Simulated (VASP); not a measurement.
These are PBE GGA with D3 dispersion (Becke-Johnson damping), VASP's PBE PAW potentials (set 64) (plane waves; VASP) values and carry that method's errors.

VASP ran on this input.

### INCAR
```
# general
SYSTEM  = KZnF3
PREC    = Accurate
ENCUT   = 520
LREAL   = F
LASPH   = T

# electronic loop
EDIFF   = 1E-7
NELM    = 100
ALGO    = Normal
LMAXMIX = 4

# smearing
ISMEAR  = 0
SIGMA   = 0.05

# functional
GGA     = PE
IVDW    = 12

# ions
ISIF    = 2

# output
LWAVE   = F
LCHARG  = F
```

File POSCAR:
```
KZnF3
1
    4.1793438787     0.0000000000     0.0000000000
    0.0000000000     4.1793438787     0.0000000000
    0.0000000000     0.0000000000     4.1793438787
K Zn F
1 1 3
Direct
  0.0000000000   0.0000000000   0.0000000000
  0.5000000000   0.5000000000   0.5000000000
  0.5000000000   0.0000000000   0.5000000000
  0.0000000000   0.5000000000   0.5000000000
  0.5000000000   0.5000000000   0.0000000000
```

File KPOINTS:
```
Automatic mesh
0
Gamma
6 6 6
0 0 0
```

POTCAR, in this order: K_sv Zn F (PBE.64 set). Program: vasp_std.

Output of the run:

File OUTCAR:
```
 ion  position               nearest neighbor table
   1  0.000  0.000  0.000-
   2  0.500  0.500  0.500-   3 2.09   4 2.09   5 2.09   5 2.09   3 2.09   4 2.09
   3  0.500  0.000  0.500-   2 2.09   2 2.09
   4  0.000  0.500  0.500-   2 2.09   2 2.09
   5  0.500  0.500  0.000-   2 2.09   2 2.09
  LATTYP: Found a simple cubic cell.
 ALAT       =     4.1793438787
 Subroutine PRICEL returns:
 Original cell was already a primitive cell.
 Subroutine GETGRP returns: Found 48 space group operations
The static configuration has the point symmetry O_h .
The dynamic configuration has the point symmetry O_h .
 Subroutine INISYM returns: Found 48 space group operations
 Subroutine IBZKPT returns following result:
 Found     20 irreducible k-points:

 Following reciprocal coordinates:
            Coordinates               Weight
  0.000000  0.000000  0.000000      1.000000
  0.166667  0.000000  0.000000      6.000000
  0.333333  0.000000  0.000000      6.000000
  0.500000  0.000000  0.000000      3.000000
  0.166667  0.166667  0.000000     12.000000
  0.333333  0.166667  0.000000     24.000000
  0.500000  0.166667  0.000000     12.000000
  0.333333  0.333333  0.000000     12.000000
  0.500000  0.333333  0.000000     12.000000
  0.500000  0.500000  0.000000      3.000000
  0.166667  0.166667  0.166667      8.000000
  0.333333  0.166667  0.166667     24.000000
  0.500000  0.166667  0.166667     12.000000
  0.333333  0.333333  0.166667     24.000000
  0.500000  0.333333  0.166667     24.000000
  0.500000  0.500000  0.166667      6.000000
  0.333333  0.333333  0.333333      8.000000
  0.500000  0.333333  0.333333     12.000000
  0.500000  0.500000  0.333333      6.000000
  0.500000  0.500000  0.500000      1.000000
   k-points           NKPTS =     20   k-points in BZ     NKDIM =     20   number of bands    NBANDS=     25
...
```

File OSZICAR:
```
       N       E                     dE             d eps       ncg     rms          rms(c)
DAV:   1     0.447070873521E+03    0.44707E+03   -0.22707E+04  1000   0.199E+03
DAV:   2     0.175283585100E+02   -0.42954E+03   -0.41642E+03  1162   0.488E+02
DAV:   3    -0.216332981570E+02   -0.39162E+02   -0.37925E+02  1207   0.156E+02
DAV:   4    -0.227091219534E+02   -0.10758E+01   -0.10740E+01  1600   0.234E+01
DAV:   5    -0.227213712180E+02   -0.12249E-01   -0.12239E-01  1327   0.217E+00    0.107E+01
DAV:   6    -0.202885743542E+02    0.24328E+01   -0.90838E+00  1463   0.415E+01    0.625E+00
DAV:   7    -0.203504271324E+02   -0.61853E-01   -0.15800E+00  1037   0.852E+00    0.412E+00
DAV:   8    -0.203613520335E+02   -0.10925E-01   -0.61097E-01  1306   0.145E+01    0.165E+00
DAV:   9    -0.203216190531E+02    0.39733E-01   -0.11390E-01  1558   0.948E+00    0.563E-01
DAV:  10    -0.203194684327E+02    0.21506E-02   -0.70799E-02  1503   0.599E+00    0.271E-01
DAV:  11    -0.203192536025E+02    0.21483E-03   -0.11104E-02  1369   0.130E+00    0.901E-02
DAV:  12    -0.203193729092E+02   -0.11931E-03   -0.42284E-04  1111   0.209E-01    0.969E-02
DAV:  13    -0.203192565683E+02    0.11634E-03   -0.79424E-04  1342   0.963E-01    0.290E-02
DAV:  14    -0.203192621605E+02   -0.55922E-05   -0.20063E-04  1314   0.161E-01    0.452E-03
DAV:  15    -0.203192618865E+02    0.27406E-06   -0.61717E-06  1564   0.468E-02    0.260E-03
DAV:  16    -0.203192617889E+02    0.97551E-07   -0.21902E-06  1519   0.209E-02    0.123E-03
DAV:  17    -0.203192617449E+02    0.44059E-07   -0.21959E-07   655   0.949E-03
   1 F= -.21035465E+02 E0= -.21035465E+02  d E =-.930834E-12
```

OUTCAR:
```
------------------------ aborting loop because EDIFF is reached ----------------------------------------
 Edisp (eV)   -0.71620
  FORCE on cell =-STRESS in cart. coord.  units (eV):
  Direction    XX          YY          ZZ          XY          YZ          ZX
  --------------------------------------------------------------------------------------
  Total      -1.70759    -1.70759    -1.70759     0.00000     0.00000    -0.00000
  in kB     -37.47748   -37.47748   -37.47748     0.00000     0.00000    -0.00000
  external pressure =      -37.48 kB  Pullay stress =        0.00 kB
  volume of cell :       73.00
      direct lattice vectors                 reciprocal lattice vectors
     4.179343879  0.000000000  0.000000000     0.239272008  0.000000000  0.000000000
     0.000000000  4.179343879  0.000000000     0.000000000  0.239272008  0.000000000
     0.000000000  0.000000000  4.179343879     0.000000000  0.000000000  0.239272008
 POSITION                                       TOTAL-FORCE (eV/Angst)
 -----------------------------------------------------------------------------------
      0.00000      0.00000      0.00000         0.000000      0.000000      0.000000
      2.08967      2.08967      2.08967         0.000000      0.000000      0.000000
      2.08967      0.00000      2.08967         0.000000      0.000000      0.000000
      0.00000      2.08967      2.08967         0.000000      0.000000      0.000000
      2.08967      2.08967      0.00000         0.000000      0.000000      0.000000
 -----------------------------------------------------------------------------------
    total drift:                                0.000000     -0.000000     -0.000000
  FREE ENERGIE OF THE ION-ELECTRON SYSTEM (eV)
  ---------------------------------------------------
  free  energy   TOTEN  =       -21.0354646575 eV

  energy  without entropy=      -21.0354646575  energy(sigma->0) =      -21.03546466
```
(Selected blocks of OUTCAR.)

The compound is KZnF3 in the cubic perovskite structure. This cell is one point of a volume scan, at 1.06 of the reference volume.
